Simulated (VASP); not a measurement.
Consider the following.

```xyz
4
Lattice="4.5146 0.0000 0.0000 0.0000 4.5146 0.0000 0.0000 0.0000 4.5146" Properties=species:S:1:pos:R:3 pbc="T T T"
Pd     0.0000     0.0000     0.0000
Sn     0.0000     2.2573     2.2573
Sn     2.2573     0.0000     2.2573
Sn     2.2573     2.2573     0.0000
```

Method: r2SCAN meta-GGA, VASP's PBE PAW potentials (set 64) (plane waves; VASP). Settings: 400 eV cut-off, 8×8×8 Γ-centred mesh, tetrahedra with Blöchl corrections, potentials Pd Sn_d.

Question: Give the energies of bands 17 to 30 at the high-symmetry points, in eV from the Fermi level.

Answer: 
```
band      Γ      X      M      R
----  -----  -----  -----  -----
17    -4.92  -9.06  -7.95  -7.25
18    -4.92  -3.72  -7.95  -7.25
19    -3.38  -3.54  -5.24  -5.64
20    -3.38  -3.54  -3.03  -4.04
21    -3.38  -3.19  -3.03  -4.04
22    -2.36  -2.35  -2.21  -4.04
23    -2.36  -2.23  -2.00  -2.13
24    -2.36  -0.28  -1.97  -2.13
25    -1.34  -0.28   0.20  -1.53
26    -1.34  -0.16   0.21  -1.53
27     0.80  -0.16   1.40  -1.53
28     3.07   0.58   1.40  -0.46
29     3.07   1.06   2.13   7.53
30     3.07   2.35   2.13   7.53
```

It has no gap at this level: it comes out as a metal or semimetal.

The structure comes from a measured Sn3Pd entry (Pm-3m) of the Crystallography Open Database, whose conditions weren't checked. It was relaxed first, which changed the volume by +46 %.
